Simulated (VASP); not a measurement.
A convergence study with VASP on ZrSe2 (1T layered): a few settings are varied, all else stays as given below, so the limit is that of these other settings.

```
CELL_PARAMETERS angstrom
      1.88500    -3.26492     0.00000
      1.88500     3.26492     0.00000
      0.00000     0.00000     6.14000
ATOMIC_POSITIONS crystal
  Zr 0.00000 0.00000 0.00000
  Se 0.33333 0.66667 0.25500
  Se 0.66667 0.33333 0.74500
```

Level of theory: PBE GGA, VASP's PBE PAW potentials (set 64) (plane waves; VASP). The last row used: 550 eV cut-off, 14×14×7 Γ-centred mesh, second-order Methfessel-Paxton smearing of 0.40 eV, potentials Zr_sv Se.

```tsv
setting	E (eV/atom)	pressure (GPa)	irreducible k-points
ISMEAR = -1, SIGMA = 0.01, 4×4×2 mesh	-6.4797	3.11	8
ISMEAR = -1, SIGMA = 0.1, 4×4×2 mesh	-6.4792	2.96	8
ISMEAR = 0, SIGMA = 0.01, 4×4×2 mesh	-6.4797	3.11	8
ISMEAR = 0, SIGMA = 0.2, 4×4×2 mesh	-6.4792	(withheld)	8
ISMEAR = 1, SIGMA = 0.05, 4×4×2 mesh	-6.4797	3.11	8
ISMEAR = 1, SIGMA = 0.2, 4×4×2 mesh	-6.4792	(withheld)	8
ISMEAR = 2, SIGMA = 0.05, 4×4×2 mesh	-6.4797	3.11	8
ISMEAR = 2, SIGMA = 0.2, 4×4×2 mesh	-6.4793	3.10	8
ISMEAR = -1, SIGMA = 0.01, 8×8×4 mesh	-6.5183	2.59	35
ISMEAR = -1, SIGMA = 0.2, 8×8×4 mesh	-6.5145	2.52	35
ISMEAR = 0, SIGMA = 0.01, 8×8×4 mesh	-6.5183	2.59	35
ISMEAR = 0, SIGMA = 0.4, 8×8×4 mesh	-6.5168	2.52	35
ISMEAR = 1, SIGMA = 0.05, 8×8×4 mesh	-6.5183	2.59	35
ISMEAR = 1, SIGMA = 0.4, 8×8×4 mesh	-6.5180	2.55	35
ISMEAR = 2, SIGMA = 0.05, 8×8×4 mesh	-6.5183	2.59	35
ISMEAR = 2, SIGMA = 0.4, 8×8×4 mesh	-6.5178	2.58	35
ISMEAR = -1, SIGMA = 0.05, 14×14×7 mesh	-6.5198	2.55	144
ISMEAR = -1, SIGMA = 0.2, 14×14×7 mesh	-6.5154	2.51	144
ISMEAR = 0, SIGMA = 0.1, 14×14×7 mesh	-6.5198	2.55	144
ISMEAR = 0, SIGMA = 0.4, 14×14×7 mesh	-6.5180	2.51	144
ISMEAR = 1, SIGMA = 0.1, 14×14×7 mesh	-6.5198	2.55	144
ISMEAR = 1, SIGMA = 0.4, 14×14×7 mesh	-6.5198	2.53	144
ISMEAR = 2, SIGMA = 0.1, 14×14×7 mesh	-6.5198	2.55	144
ISMEAR = 2, SIGMA = 0.4, 14×14×7 mesh	-6.5197	2.55	144
```

Problem. Fill in the missing entries.

Solution. 
- ISMEAR = 1, SIGMA = 0.2, 4×4×2 mesh, pressure (GPa): 3.06
- ISMEAR = 0, SIGMA = 0.2, 4×4×2 mesh, pressure (GPa): 2.98

Left out are rungs that failed or repeat a setting and relaxations that didn't move; long series are thinned to 24 rows.

The compound is ZrSe2 in the 1T layered structure. The cell was not relaxed at this level.
